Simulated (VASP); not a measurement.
The system is SnO.

```
Sn O
1.0
     3.80200    0.00000    0.00000
     0.00000    3.80200    0.00000
     0.00000    0.00000    4.83600
Sn O
2 2
Direct
  0.00000 0.50000 0.23850
  0.50000 0.00000 0.76150
  0.00000 0.00000 0.00000
  0.50000 0.50000 0.00000
```

```yaml
Program: VASP 6.6.1
Task: relaxation of cell and atoms
Functional: PBE
Potentials_or_basis: VASP PAW PBE potentials, release 64 (Sn_d, O)
Cutoff: 520 eV
k_mesh: 8 × 8 × 6
Occupations: gaussian, width 0.02 eV
Spin: no spin polarisation
```

At the start: pressure 4.4 GPa; volume 17.48 Å³/atom.

Q: How do energy, volume and symmetry change on relaxing?

A: Over 29 steps the energy falls by 12.7 meV/atom and the volume is 18.79 Å³/atom (+7.5 %); space group P4/nmm (No. 129, to 0.05 Å).

The path:
| step | energy change (eV) | largest force (eV/Å) | pressure (GPa) | volume (Å³) |
| --- | --- | --- | --- | --- |
| 1 | 0.0000 | 0.4313 | 4.42 | 69.91 |
| 2 | -0.0077 | 0.7930 | -2.97 | 74.90 |
| 3 | -0.0393 | 0.2430 | 0.28 | 72.47 |
| 4 | -0.0440 | 0.1414 | 0.20 | 72.97 |
| 5 | -0.0455 | 0.0065 | 0.06 | 73.73 |
| 6 | -0.0457 | 0.0310 | 0.04 | 73.57 |
| 7 | -0.0471 | 0.0023 | 0.15 | 73.75 |
| 8 | -0.0495 | 0.0634 | 0.38 | 74.29 |
| 9 | -0.0503 | 0.0399 | -0.08 | 74.79 |
| 10 | -0.0503 | 0.0401 | -0.12 | 74.79 |
| 11 | -0.0503 | 0.0324 | -0.04 | 74.75 |
| 12 | -0.0503 | 0.0359 | -0.07 | 74.77 |
| 13 | -0.0504 | 0.0339 | -0.08 | 74.86 |
| 14 | -0.0506 | 0.0322 | -0.04 | 75.07 |
| 15 | -0.0506 | 0.0317 | -0.05 | 75.12 |
| 16 | -0.0506 | 0.0201 | 0.14 | 75.07 |
| 17 | -0.0506 | 0.0055 | 0.04 | 75.09 |
| 18 | -0.0506 | 0.0062 | 0.05 | 75.09 |
| 19 | -0.0506 | 0.0033 | 0.08 | 75.09 |
| 20 | -0.0507 | 0.0088 | -0.01 | 75.18 |
| 21 | -0.0507 | 0.0010 | 0.03 | 75.15 |
| 22 | -0.0507 | 0.0063 | 0.00 | 75.17 |
| 23 | -0.0507 | 0.0025 | 0.02 | 75.16 |
| 24 | -0.0507 | 0.0052 | 0.03 | 75.16 |
| 25 | -0.0507 | 0.0041 | 0.03 | 75.16 |
| 26 | -0.0506 | 0.0130 | -0.05 | 75.20 |
| 27 | -0.0507 | 0.0048 | 0.02 | 75.17 |
| 28 | -0.0507 | 0.0052 | -0.01 | 75.18 |
| 29 | -0.0507 | 0.0004 | -0.02 | 75.18 |

Final structure:
```
CELL_PARAMETERS angstrom
3.86855 0.00000 0.00000
0.00000 3.86855 0.00000
0.00000 0.00000 5.02336
ATOMIC_POSITIONS crystal
Sn 0.00000 0.50000 0.23136
Sn 0.50000 0.00000 0.76864
O 0.00000 0.00000 0.00000
O 0.50000 0.50000 0.00000
```
